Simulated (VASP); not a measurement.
Calculation: PBE GGA, VASP's PBE PAW potentials (set 64) (plane waves; VASP).

VASP ran on this input.

### KPOINTS
```
Automatic mesh
0
Gamma
8 8 8
0 0 0
```

**INCAR**
```
# general
SYSTEM  =  AlN
PREC    =  Accurate
ENCUT   =  520
LREAL   =  .False.
LASPH   =  .True.

# electronic loop
EDIFF   =  1E-6
NELM    =  100
ALGO    =  Normal

# smearing
ISMEAR  =  0
SIGMA   =  0.05

# functional
GGA     =  PE

# ions
ISIF    =  2

# output
LWAVE   =  .False.
LCHARG  =  .False.
```

### POSCAR
```
AlN
2.190
  0.0000000000   1.0000000000   1.0000000000
  1.0000000000   0.0000000000   1.0000000000
  1.0000000000   1.0000000000   0.0000000000
Al N
1 1
Direct
  0.0000000000   0.0000000000   0.0000000000
  0.2500000000   0.2500000000   0.2500000000
```

POTCAR, in this order: Al N (PBE.64 set). Program: vasp_std.

What does the run give for the energy per atom (σ→0), pressure, band gap (on the k-mesh)?

The energy per atom (σ→0) is -7.422 eV/atom and the band gap (on the k-mesh) is 3.31 eV. The pressure is 2.88 GPa.

### OSZICAR
```
...
DAV:   6    -0.148595962502E+02    0.23498E+01   -0.13547E+01   504   0.237E+01    0.292E+00
DAV:   7    -0.148505294181E+02    0.90668E-02   -0.10473E-01   480   0.338E+00    0.199E+00
DAV:   8    -0.148446340811E+02    0.58953E-02   -0.18660E-02   504   0.189E+00    0.410E-01
DAV:   9    -0.148443276349E+02    0.30645E-03   -0.80563E-04   640   0.228E-01    0.207E-01
DAV:  10    -0.148444346742E+02   -0.10704E-03   -0.26320E-04   496   0.140E-01    0.318E-02
DAV:  11    -0.148444334632E+02    0.12111E-05   -0.62137E-06   608   0.198E-02    0.148E-02
DAV:  12    -0.148444336239E+02   -0.16077E-06   -0.11145E-06   416   0.103E-02
   1 F= -.14844434E+02 E0= -.14844434E+02  d E =-.778369E-14
```

The compound is AlN in the zinc blende structure, a metastable form; wurtzite is the usual one. The cell was not relaxed at this level.
